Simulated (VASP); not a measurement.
Hf3SnS4:

```xyz
8
Lattice="5.6643 0.0000 0.0000 0.0000 5.6643 0.0000 0.0000 0.0000 5.6643" Properties=species:S:1:pos:R:3 pbc="T T T"
Hf    0.0000    2.8321    2.8321
Hf    2.8321    0.0000    2.8321
Hf    2.8321    2.8321    0.0000
Sn    2.8321    2.8321    2.8321
S     2.8321    0.0000    0.0000
S     0.0000    2.8321    0.0000
S     0.0000    0.0000    2.8321
S     0.0000    0.0000    0.0000
```

The cell was built by a generator and needn't be a form met in nature.

- Program: VASP 6.6.1
- Task: relaxation of cell and atoms
- Functional: PBE
- Potentials or basis: VASP PAW PBE potentials, release 64 (Hf_pv, Sn_d, S)
- Cutoff: 520 eV
- k mesh: 3 × 3 × 3
- Occupations: gaussian, width 0.15 eV
- Spin: no spin polarisation

At the start: pressure -9.8 GPa; volume 22.72 Å³/atom.

Task: How do energy, volume and symmetry change on relaxing?

Result: Over 3 steps the energy falls by 92.8 meV/atom and the volume is 20.03 Å³/atom (-11.8 %); space group Pm-3m (No. 221, to 0.05 Å).

Step by step:
| step | energy change (eV) | largest force (eV/Å) | pressure (GPa) | volume (Å³) |
| --- | --- | --- | --- | --- |
| 1 | 0.0000 | 0.0000 | -9.79 | 181.73 |
| 2 | -0.3860 | 0.0000 | 9.87 | 147.63 |
| 3 | -0.7425 | 0.0000 | -0.11 | 160.22 |

Final structure:
```
Hf Sn S
1.0
     5.43134    0.00000    0.00000
     0.00000    5.43134    0.00000
     0.00000    0.00000    5.43134
Hf Sn S
3 1 4
Direct
  0.00000 0.50000 0.50000
  0.50000 0.00000 0.50000
  0.50000 0.50000 0.00000
  0.50000 0.50000 0.50000
  0.50000 0.00000 0.00000
  0.00000 0.50000 0.00000
  0.00000 0.00000 0.50000
  0.00000 0.00000 0.00000
```
